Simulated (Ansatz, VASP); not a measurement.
# Cross-check of W2N between VASP and Ansatz, part 2 of 2

One calculation is typed for both programs; each brings its own data sets. How far apart do they land? The cell is taken from a series of runs on this material, whose earlier steps may have relaxed, scaled, displaced or heated it; both programs get it as it stands.

VASP 6.6.1 and Ansatz 0.2.0.

So far: The structure; Ansatz: zone-centre phonons, PBE.

**3. VASP: zone-centre phonons, PBE**

Level of this step: PBE, no spin polarisation; plane waves and PAW (N, W) (VASP).

The same cell, functional, mesh and smearing now go to VASP, with its own data sets.

Lines of VASP's logs that name or quote its potential files are left out, and so is its time.

INCAR reads:

```
SYSTEM = W2N
PREC = Accurate
ENCUT = 600
EDIFF = 1E-08
NELM = 120
ISMEAR = 1
SIGMA = 0.2
LREAL = .FALSE.
ALGO = Normal
GGA = PE
NBANDS = 14
LASPH = .TRUE.
LORBIT = 11
LWAVE = .FALSE.
LCHARG = .FALSE.
ISIF = 2
IBRION = 8
GGA_COMPAT = .FALSE.
NELMDL = -8
KPAR = 2
```

POSCAR reads:

```
W2N
1.0
    2.7240801518      0.0000000000      0.0000000000
   -1.3620400759      2.4072679729      0.0000000000
    0.0000000000      0.0000000000     29.6237063742
N W
1 2
Direct
    0.0000000000      0.0000000000      0.3375674831
    0.3314852802      0.6629705605      0.3873253216
    0.6685147198      0.3370294395      0.2878096446
```

KPOINTS reads:

```
Automatic mesh
0
Gamma
18 18 1
0 0 0
```

The projector-augmented-wave data sets are N and W (PBE family, release 64).

On the command line:

```sh
mpirun -np 2 vasp_std
```

Numbers of over 12 decimals in the logs are rounded to 6 here.

The log of the run:

```text
[banner, memory and clock lines left out]
running    2 mpi-ranks, on    1 nodes
 distrk:  each k-point on    1 cores,    2 groups
 distr:  one band on    1 cores,    1 groups

 POSCAR found type information on POSCAR N W
 POSCAR found :  2 types and       3 ions
 LDA part: xc-table for (Slater+PW92), standard interpolation
 POSCAR, INCAR and KPOINTS ok, starting setup
 FFT: planning ... GRIDC
 FFT: planning ... GRID_SOFT
 FFT: planning ... GRID
 WAVECAR not read
 entering main loop
       N       E                     dE             d eps       ncg     rms          rms(c)
DAV:   1     0.127304667743E+03    0.12730E+03   -0.59679E+03  2548   0.958E+02
DAV:   2    -0.183301906395E+02   -0.14563E+03   -0.13783E+03  4542   0.201E+02
DAV:   3    -0.345030160684E+02   -0.16173E+02   -0.15803E+02  3558   0.814E+01
DAV:   4    -0.350249782876E+02   -0.52196E+00   -0.51346E+00  3650   0.167E+01
DAV:   5    -0.350390218396E+02   -0.14044E-01   -0.14014E-01  3638   0.225E+00
DAV:   6    -0.350395502479E+02   -0.52841E-03   -0.52828E-03  3872   0.357E-01
DAV:   7    -0.350395569045E+02   -0.66566E-05   -0.66562E-05  3610   0.377E-02
DAV:   8    -0.350395571264E+02   -0.22189E-06   -0.22166E-06  3770   0.509E-03    0.332E+01
DAV:   9    -0.319796923852E+02    0.30599E+01   -0.14269E+01  3848   0.274E+01    0.132E+01
DAV:  10    -0.316163040811E+02    0.36339E+00   -0.25315E+00  3532   0.132E+01    0.771E+00
DAV:  11    -0.314991034658E+02    0.11720E+00   -0.55589E-01  3624   0.621E+00    0.109E+00
DAV:  12    -0.314904228865E+02    0.86806E-02   -0.43078E-02  3256   0.168E+00    0.641E-01
DAV:  13    -0.314897406309E+02    0.68226E-03   -0.37228E-03  3480   0.444E-01    0.836E-02
DAV:  14    -0.314895911496E+02    0.14948E-03   -0.31645E-04  3428   0.147E-01    0.486E-02
[...]
DAV:  22    -0.314896885627E+02   -0.52461E-05   -0.20167E-07  2932   0.130E-03    0.291E-04
DAV:  23    -0.314896919948E+02   -0.34321E-05   -0.96117E-08  2612   0.690E-04    0.135E-04
DAV:  24    -0.314896933954E+02   -0.14006E-05   -0.40177E-08  2548   0.464E-04    0.161E-04
DAV:  25    -0.314896938477E+02   -0.45230E-06   -0.66547E-09  2234   0.268E-04    0.789E-05
DAV:  26    -0.314896940065E+02   -0.15874E-06   -0.23592E-09  1966   0.162E-04    0.113E-04
DAV:  27    -0.314896940337E+02   -0.27234E-07   -0.31038E-10  1670   0.730E-05    0.124E-05
DAV:  28    -0.314896940530E+02   -0.19327E-07   -0.20664E-10  1616   0.561E-05    0.134E-05
DAV:  29    -0.314896940576E+02   -0.45584E-08   -0.29026E-11  1400   0.260E-05
   1 F= -.31489694E+02 E0= -.31489897E+02  d E =0.607636E-03
 Linear response reoptimize wavefunctions to high precision
DAV:   1    -0.314896940598E+02   -0.22101E-08    0.16097E-12  1832   0.156E-05
DAV:   2    -0.314896940598E+02    0.16371E-10    0.21269E-11  1406   0.578E-06
 Linear response DOF=           6
 Linear response progress:
  Degree of freedom:   1/  6
       N       E                     dE             d eps       ncg     rms          rms(c)
RMM:   1    -0.225876621301E+00   -0.22588E+00    0.16622E-01  5634   0.315E+00
RMM:   2    -0.224310471887E+00    0.15661E-02   -0.97404E-03  4102   0.671E-01    0.240E-01
RMM:   3    -0.225505038589E+00   -0.11946E-02   -0.12405E-03  4207   0.198E-01    0.131E-01
RMM:   4    -0.227157770518E+00   -0.16527E-02   -0.51857E-04  3905   0.147E-01    0.262E-02
RMM:   5    -0.227137007611E+00    0.20763E-04   -0.39293E-05  4587   0.388E-02    0.422E-03
RMM:   6    -0.227078974038E+00    0.58034E-04   -0.40185E-06  4469   0.848E-03    0.883E-04
RMM:   7    -0.227068737578E+00    0.10236E-04   -0.64612E-07  4658   0.181E-03    0.338E-04
RMM:   8    -0.227068674810E+00    0.62768E-07   -0.21492E-07  4746   0.476E-04    0.101E-04
RMM:   9    -0.227068963932E+00   -0.28912E-06   -0.10223E-07  4765   0.162E-04    0.400E-05
RMM:  10    -0.227068874850E+00    0.89082E-07   -0.90219E-08  4893   0.597E-05    0.104E-05
RMM:  11    -0.227068829110E+00    0.45740E-07   -0.18128E-08  4705   0.302E-05    0.396E-06
RMM:  12    -0.227068886564E+00   -0.57454E-07   -0.63908E-09  4742   0.188E-05    0.774E-07
RMM:  13    -0.227068887730E+00   -0.11660E-08    0.60564E-09  4496   0.127E-05    0.367E-07
 first order change of Fermi-energy  -0.22958E-02
 force on displaced ion       1 direction 1 :  -5.710   0.000   0.000
 Linear response progress:
  Degree of freedom:   2/  6
       N       E                     dE             d eps       ncg     rms          rms(c)
RMM:   1    -0.225162730363E+00   -0.22516E+00    0.18116E-01  5735   0.316E+00
RMM:   2    -0.224543392517E+00    0.61934E-03   -0.96410E-03  4098   0.679E-01    0.243E-01
RMM:   3    -0.225702532417E+00   -0.11591E-02   -0.12556E-03  4200   0.202E-01    0.132E-01
RMM:   4    -0.227355228387E+00   -0.16527E-02   -0.54218E-04  3923   0.152E-01    0.344E-02
RMM:   5    -0.227384685624E+00   -0.29457E-04   -0.73925E-05  4399   0.506E-02    0.353E-02
RMM:   6    -0.227281946295E+00    0.10274E-03   -0.21671E-05  4137   0.266E-02    0.281E-03
RMM:   7    -0.227234417983E+00    0.47528E-04   -0.19684E-06  4445   0.679E-03    0.778E-04
RMM:   8    -0.227232188671E+00    0.22293E-05   -0.16200E-07  4719   0.158E-03    0.340E-04
RMM:   9    -0.227230179045E+00    0.20096E-05   -0.22873E-08  4642   0.509E-04    0.932E-05
RMM:  10    -0.227230627032E+00   -0.44799E-06   -0.73691E-08  4921   0.159E-04    0.371E-05
RMM:  11    -0.227230549201E+00    0.77831E-07   -0.25507E-08  4713   0.646E-05    0.971E-06
RMM:  12    -0.227230525227E+00    0.23974E-07   -0.50209E-08  4963   0.281E-05    0.511E-06
RMM:  13    -0.227230552843E+00   -0.27616E-07   -0.30322E-09  4648   0.188E-05    0.110E-06
RMM:  14    -0.227230554406E+00   -0.15628E-08    0.10618E-08  4589   0.136E-05    0.560E-07
 first order change of Fermi-energy  -0.38519E-02
 force on displaced ion       1 direction 2 :  -0.000  -5.409   0.118
 Linear response progress:
  Degree of freedom:   3/  6
       N       E                     dE             d eps       ncg     rms          rms(c)
RMM:   1    -0.274623518845E+00   -0.27462E+00    0.29477E-01  5542   0.337E+00
RMM:   2    -0.275474233981E+00   -0.85072E-03   -0.92744E-03  4197   0.739E-01    0.654E-01
RMM:   3    -0.276181008880E+00   -0.70677E-03   -0.20122E-03  4244   0.266E-01    0.407E-01
RMM:   4    -0.283770960777E+00   -0.75900E-02   -0.38859E-03  4871   0.281E-01    0.330E-01
RMM:   5    -0.277931249377E+00    0.58397E-02   -0.25889E-03  4715   0.232E-01    0.337E-02
RMM:   6    -0.277635444806E+00    0.29580E-03   -0.10505E-04  4113   0.614E-02    0.746E-03
RMM:   7    -0.277580402119E+00    0.55043E-04   -0.10687E-05  4690   0.149E-02    0.302E-03
RMM:   8    -0.277563426143E+00    0.16976E-04   -0.47596E-07  4634   0.328E-03    0.103E-03
RMM:   9    -0.277559230078E+00    0.41961E-05   -0.12648E-07  4609   0.119E-03    0.294E-04
RMM:  10    -0.277560768175E+00   -0.15381E-05   -0.32784E-07  4387   0.685E-04    0.179E-04
RMM:  11    -0.277560439628E+00    0.32855E-06   -0.37617E-07  4493   0.583E-04    0.131E-04
RMM:  12    -0.277560515281E+00   -0.75653E-07   -0.25213E-07  4671   0.299E-04    0.508E-05
RMM:  13    -0.277560504722E+00    0.10559E-07    0.11879E-07  4696   0.199E-04    0.379E-05
RMM:  14    -0.277560333507E+00    0.17122E-06   -0.51177E-08  4713   0.170E-04    0.209E-05
RMM:  15    -0.277560352874E+00   -0.19367E-07    0.76734E-08  4751   0.151E-04    0.138E-05
RMM:  16    -0.277560366869E+00   -0.13995E-07    0.88644E-09  4590   0.558E-05    0.566E-06
RMM:  17    -0.277560384081E+00   -0.17212E-07    0.14303E-08  4491   0.424E-05    0.228E-06
RMM:  18    -0.277560379566E+00    0.45144E-08    0.21403E-08  4172   0.291E-05    0.133E-06
 first order change of Fermi-energy  -0.18736E-02
 force on displaced ion       1 direction 3 :   0.000   0.115 -16.572
 Linear response progress:
  Degree of freedom:   4/  6
       N       E                     dE             d eps       ncg     rms          rms(c)
RMM:   1    -0.109822863110E+00   -0.10982E+00   -0.98013E-02  7658   0.204E+00
RMM:   2    -0.107101845515E+00    0.27210E-02   -0.37018E-03  7050   0.410E-01    0.196E-01
RMM:   3    -0.105976403789E+00    0.11254E-02   -0.57013E-04  7441   0.133E-01    0.115E-01
RMM:   4    -0.105346082284E+00    0.63032E-03   -0.65978E-04  7397   0.156E-01    0.199E-02
RMM:   5    -0.105372356163E+00   -0.26274E-04   -0.40112E-05  8358   0.254E-02    0.199E-02
RMM:   6    -0.105353286532E+00    0.19070E-04   -0.98340E-06  7836   0.146E-02    0.193E-03
RMM:   7    -0.105353000664E+00    0.28587E-06   -0.71072E-07  8421   0.345E-03    0.827E-04
RMM:   8    -0.105351903926E+00    0.10967E-05   -0.13002E-07  8643   0.996E-04    0.319E-04
RMM:   9    -0.105351313093E+00    0.59083E-06   -0.52152E-08  8486   0.377E-04    0.791E-05
RMM:  10    -0.105351216584E+00    0.96508E-07   -0.34783E-08  8879   0.140E-04    0.244E-05
RMM:  11    -0.105351207436E+00    0.91478E-08    0.33189E-10  8685   0.542E-05    0.779E-06
 first order change of Fermi-energy   0.54551E-03
 force on displaced ion       2 direction 1 :  -4.301   0.012  -0.003
 Linear response progress:
  Degree of freedom:   5/  6
       N       E                     dE             d eps       ncg     rms          rms(c)
RMM:   1    -0.109553187646E+00   -0.10955E+00   -0.97302E-02  4284   0.202E+00
RMM:   2    -0.106867911085E+00    0.26853E-02   -0.39001E-03  3911   0.415E-01    0.194E-01
RMM:   3    -0.105794892397E+00    0.10730E-02   -0.56503E-04  4142   0.131E-01    0.114E-01
RMM:   4    -0.105208320312E+00    0.58657E-03   -0.62743E-04  4143   0.151E-01    0.302E-02
RMM:   5    -0.105197954320E+00    0.10366E-04   -0.48790E-05  4522   0.316E-02    0.215E-02
RMM:   6    -0.105190940476E+00    0.70138E-05   -0.75656E-06  4285   0.141E-02    0.181E-03
RMM:   7    -0.105191276685E+00   -0.33621E-06   -0.87689E-07  4734   0.344E-03    0.732E-04
RMM:   8    -0.105190659570E+00    0.61712E-06   -0.48029E-08  4663   0.843E-04    0.420E-04
RMM:   9    -0.105189794827E+00    0.86474E-06    0.40941E-09  4600   0.505E-04    0.666E-05
RMM:  10    -0.105189692416E+00    0.10241E-06   -0.75080E-10  4925   0.141E-04    0.308E-05
RMM:  11    -0.105189621943E+00    0.70474E-07    0.73069E-10  4652   0.658E-05    0.783E-06
RMM:  12    -0.105189631031E+00   -0.90889E-08   -0.18468E-08  4982   0.248E-05    0.360E-06
 first order change of Fermi-energy   0.31616E-01
 force on displaced ion       2 direction 2 :  -0.000  -3.930   0.200
 Linear response progress:
  Degree of freedom:   6/  6
       N       E                     dE             d eps       ncg     rms          rms(c)
RMM:   1    -0.163441727138E+00   -0.16344E+00   -0.90454E-02  4495   0.198E+00
RMM:   2    -0.160222895459E+00    0.32188E-02   -0.48660E-03  3933   0.483E-01    0.512E-01
RMM:   3    -0.160115508284E+00    0.10739E-03   -0.60801E-04  4457   0.143E-01    0.302E-01
RMM:   4    -0.161930343084E+00   -0.18148E-02   -0.14179E-03  4905   0.185E-01    0.199E-01
RMM:   5    -0.160204791522E+00    0.17256E-02   -0.83209E-04  4729   0.132E-01    0.332E-02
RMM:   6    -0.160184934971E+00    0.19857E-04   -0.32374E-05  4334   0.342E-02    0.917E-03
RMM:   7    -0.160158315590E+00    0.26619E-04   -0.50266E-06  4568   0.142E-02    0.257E-03
RMM:   8    -0.160154410442E+00    0.39051E-05   -0.41290E-07  4605   0.368E-03    0.679E-04
RMM:   9    -0.160153192128E+00    0.12183E-05   -0.27947E-07  4702   0.113E-03    0.288E-04
RMM:  10    -0.160151864184E+00    0.13279E-05   -0.20005E-07  4512   0.463E-04    0.806E-05
RMM:  11    -0.160151868952E+00   -0.47685E-08   -0.30249E-08  4749   0.182E-04    0.572E-05
 first order change of Fermi-energy  -0.34643E+00
 force on displaced ion       2 direction 3 :   0.000   0.220 -12.469
 Linear response finished
```

Parts of OUTCAR (step 3):

```text
ion  position               nearest neighbor table
   1  0.000  0.000  0.338-   2 2.16   3 2.16   3 2.16   2 2.16   3 2.17   2 2.17
   2  0.331  0.663  0.387-   1 2.16   1 2.16   1 2.17   3 3.34   3 3.34   3 3.37
   3  0.669  0.337  0.288-   1 2.16   1 2.16   1 2.17   2 3.34   2 3.34   2 3.37

  LATTYP: Found a base centered orthorhombic cell.
 ALAT       =     2.7240801518
 B/A-ratio  =     1.7673987833
 C/A-ratio  =    10.8747557794

 Subroutine GETGRP returns: Found  4 space group operations
 (whereof  2 operations were pure point group operations)

The static configuration has the point symmetry C_1h.
 The point group associated with its full space group is C_2h.

 Found     91 irreducible k-points:

   k-points           NKPTS =     91   k-points in BZ     NKDIM =     91   number of bands    NBANDS=     14

   dimension x,y,z NGX =    24 NGY =   24 NGZ =  240
   dimension x,y,z NGXF=    48 NGYF=   48 NGZF=  480

   ENCUT  =  600.0 eV  44.10 Ry    6.64 a.u.   5.44  5.52 59.17*2*pi/ulx,y,z

   NELECT =      17.0000    total number of electrons

 k-points in reciprocal lattice and weights: Automatic mesh
   0.00000000  0.00000000  0.00000000       0.003
   0.05555556  0.00000000  0.00000000       0.012
   0.11111111  0.00000000  0.00000000       0.012
   0.16666667 -0.00000000  0.00000000       0.012
   0.22222222  0.00000000  0.00000000       0.012
   0.27777778  0.00000000  0.00000000       0.012
   0.33333333  0.00000000  0.00000000       0.012
   0.38888889 -0.00000000  0.00000000       0.012
   0.44444444  0.00000000  0.00000000       0.012
[...]
0.11111111  0.44444444  0.00000000       0.006
   0.00000000  0.50000000  0.00000000       0.003

 average (electrostatic) potential at core
       1 -73.1897       2 -48.8712       3 -48.8712

  Total        1.6425714      0.2992784     -0.0567139      0.0000000     -0.0045874      0.0000000
  in kB       13.5472490      2.4683243     -0.4677527      0.0000000     -0.0378353      0.0000000
  external PRESSURE =       5.1826069 kB  Pullay stress =       0.0000000 kB

  energy-cutoff  :      600.00
  volume of cell :      194.26
      direct lattice vectors                 reciprocal lattice vectors
     2.724080152  0.000000000  0.000000000     0.367096394  0.207704338  0.000000000
    -1.362040076  2.407267973  0.000000000     0.000000000  0.415408675  0.000000000
     0.000000000  0.000000000 29.623706374     0.000000000  0.000000000  0.033756748

 POSITION                                       TOTAL-FORCE (eV/Angst)
 -----------------------------------------------------------------------------------
      0.00000      0.00000     10.00000         0.000000      0.000000      0.000000
     -0.00000      1.59595     11.47401         0.000000     -0.001612     -0.007203
      1.36204      0.81132      8.52599         0.000000      0.001612      0.007203
 -----------------------------------------------------------------------------------
    total drift:                               -0.000000     -0.000000     -0.000001

 Eigenvectors and eigenvalues of the dynamical matrix
 ----------------------------------------------------

   1 f  =   17.329832 THz   108.886546 2PiTHz  578.060973 cm-1    71.670394 meV
             X         Y         Z           dx          dy          dz
      0.000000  0.000000 10.000000     0.000000   -0.010291    0.981426
     -0.000000  1.595948 11.474012     0.000000    0.001306   -0.135450
      1.362040  0.811320  8.525988    -0.000000    0.001306   -0.135450

   2 f  =   10.171364 THz    63.908567 2PiTHz  339.280195 cm-1    42.065364 meV
             X         Y         Z           dx          dy          dz
      0.000000  0.000000 10.000000     0.981526    0.000000   -0.000000
     -0.000000  1.595948 11.474012    -0.135290    0.000000   -0.000000
      1.362040  0.811320  8.525988    -0.135290    0.000000   -0.000000

   3 f  =    9.898038 THz    62.191205 2PiTHz  330.162998 cm-1    40.934976 meV
             X         Y         Z           dx          dy          dz
      0.000000  0.000000 10.000000     0.000000   -0.981521   -0.010315
     -0.000000  1.595948 11.474012     0.000000    0.135107    0.001218
      1.362040  0.811320  8.525988    -0.000000    0.135107    0.001218

   4 f  =    4.706121 THz    29.569427 2PiTHz  156.979284 cm-1    19.462942 meV
             X         Y         Z           dx          dy          dz
      0.000000  0.000000 10.000000     0.000000    0.000000   -0.000000
     -0.000000  1.595948 11.474012    -0.000000   -0.022374    0.706753
      1.362040  0.811320  8.525988     0.000000    0.022374   -0.706753

   5 f  =    2.765613 THz    17.376860 2PiTHz   92.250925 cm-1    11.437652 meV
             X         Y         Z           dx          dy          dz
      0.000000  0.000000 10.000000    -0.000000   -0.000000    0.000000
     -0.000000  1.595948 11.474012    -0.707107   -0.000000   -0.000000
      1.362040  0.811320  8.525988     0.707107    0.000000    0.000000

   6 f  =    2.618109 THz    16.450061 2PiTHz   87.330702 cm-1    10.827622 meV
             X         Y         Z           dx          dy          dz
      0.000000  0.000000 10.000000    -0.000000   -0.000000   -0.000000
     -0.000000  1.595948 11.474012    -0.000000    0.706753    0.022374
      1.362040  0.811320  8.525988     0.000000   -0.706753   -0.022374

   7 f/i=    0.000726 THz     0.004559 2PiTHz    0.024204 cm-1     0.003001 meV
             X         Y         Z           dx          dy          dz
      0.000000  0.000000 10.000000     0.000000   -0.092157    0.167873
     -0.000000  1.595948 11.474012     0.000000   -0.333824    0.608460
      1.362040  0.811320  8.525988     0.000000   -0.333824    0.608460

   8 f/i=    0.001996 THz     0.012539 2PiTHz    0.066568 cm-1     0.008253 meV
             X         Y         Z           dx          dy          dz
      0.000000  0.000000 10.000000     0.191329    0.000000   -0.000000
     -0.000000  1.595948 11.474012     0.694044    0.000000   -0.000000
      1.362040  0.811320  8.525988     0.694044    0.000000   -0.000000

   9 f/i=    0.005947 THz     0.037365 2PiTHz    0.198366 cm-1     0.024594 meV
             X         Y         Z           dx          dy          dz
      0.000000  0.000000 10.000000     0.000000    0.167387    0.092276
     -0.000000  1.595948 11.474012     0.000000    0.608527    0.333808
      1.362040  0.811320  8.525988     0.000000    0.608527    0.333808

 ELASTIC MODULI CONTR FROM IONIC RELAXATION (kBar)
 Direction    XX          YY          ZZ          XY          YZ          ZX
 --------------------------------------------------------------------------------
 XX        -217.0892   -202.8562   -349.4833      0.0000     36.2786     -0.0000
 YY        -202.8562   -249.6497   -371.8221      0.0000    -25.6500     -0.0000
 ZZ        -349.4833   -371.8221   -596.6952      0.0000     13.5605     -0.0000
 XY           0.0000      0.0000      0.0000     -0.6666      0.0000      9.8091
 YZ          36.2786    -25.6500     13.5605      0.0000    -65.0742     -0.0000
 ZX          -0.0000     -0.0000     -0.0000      9.8091     -0.0000   -144.3404
 --------------------------------------------------------------------------------
```

This run has no spin polarisation, so a moment on W, if there is one, isn't seen. Its electron count is odd, so without a moment it is a metal by construction.

**4. Side by side**

Known differences besides the potentials themselves: Ansatz cuts the interaction across the vacuum, VASP repeats the sheet without a dipole correction; the data sets hold 33 valence electrons in Ansatz (on its PAW soft_1 files) and 17 in VASP; the cutoff is 420 eV in Ansatz and 600 eV in VASP. Total energies have different zeros and are not compared.

Compared:

```csv
quantity,Ansatz,VASP,difference
optical mode 1 (cm⁻¹),85.0,87.3,-2.63 %
optical mode 2 (cm⁻¹),90.4,92.3,-2.01 %
optical mode 3 (cm⁻¹),154.6,157.0,-1.50 %
optical mode 4 (cm⁻¹),316.8,330.2,-4.04 %
optical mode 5 (cm⁻¹),326.0,339.3,-3.91 %
optical mode 6 (cm⁻¹),562.0,578.1,-2.77 %
```

Modes are paired by rising frequency, not by their patterns, so a pair may set unlike modes beside each other; they are those without the splitting of longitudinal modes. Where the cell holds vacuum, a pressure given here is an average over it and none of the material.

**5. Results**

```yaml
r_m_s_difference_of_the_optical_zone_centre_modes_each_program_s_sorted_by_frequency_zone_centre_phonons_pbe: 10 cm⁻¹
difference_in_optical_mode_4_zone_centre_phonons_pbe: -4.0 %
```

**Reading.** The r.m.s. difference of the optical zone-centre modes, each program's sorted by frequency is 10 cm⁻¹ (zone-centre phonons, PBE). The data sets hold unlike numbers of valence electrons (33 in Ansatz and 17 in VASP), so part of the differences may come from the potentials. Among the rows given in per cent, the largest difference of the zone-centre phonons, PBE pair is in optical mode 4, -4.0 %. How closely two codes agree says nothing of how well the functional describes the real material.

[Lines on the potential files, build, host, timing and source positions are cut from VASP's logs without a mark.]

[Logs are printed without paths, hosts, clocks, repeated set-up lines and the standing remarks that a program may print on its own settings, such as how far it seeks lower states.]

[Hosts, paths, dates, database ids (printed as entryN), source tags and the programs' standing remarks are cut or masked in the printed files.]
